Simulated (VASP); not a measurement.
Crystal: Sn.

```xyz
2
Lattice="0.0000 3.2333 3.2333 3.2333 0.0000 3.2333 3.2333 3.2333 0.0000" Properties=species:S:1:pos:R:3 pbc="T T T"
Sn    0.0000    0.0000    0.0000
Sn    1.6167    1.6167    1.6167
```

This isn't the form of Sn at room conditions, which is tetragonal (white tin).

```yaml
Program: VASP 6.6.1
Task: relaxation of cell and atoms
Functional: PBE
Dispersion: D3(BJ)
Potentials_or_basis: VASP PAW PBE potentials, release 64 (Sn_d)
Cutoff: 600 eV
k_mesh: 10 × 10 × 10
Occupations: gaussian, width 0.03 eV
Spin: no spin polarisation
```

At the start: pressure 2.1 GPa; volume 33.80 Å³/atom.

Question: Where does the relaxation end?

Answer: Over 3 steps the energy falls by 10.4 meV/atom and the volume is 35.45 Å³/atom (+4.9 %); space group Fd-3m (No. 227, to 0.05 Å).

Step by step:
```tsv
step	energy change (eV)	largest force (eV/Å)	pressure (GPa)	volume (Å³)
1	0.0000	0.0000	2.14	67.61
2	-0.0184	0.0000	-0.63	72.12
3	-0.0209	0.0000	0.00	70.90
```

Final structure:
```
Sn
1.0
     0.00000    3.28498    3.28498
     3.28498    0.00000    3.28498
     3.28498    3.28498    0.00000
Sn
2
Direct
  0.00000 0.00000 0.00000
  0.25000 0.25000 0.25000
```

Caveat: pairwise dispersion overbinds metals, which lowers pressure and volume.
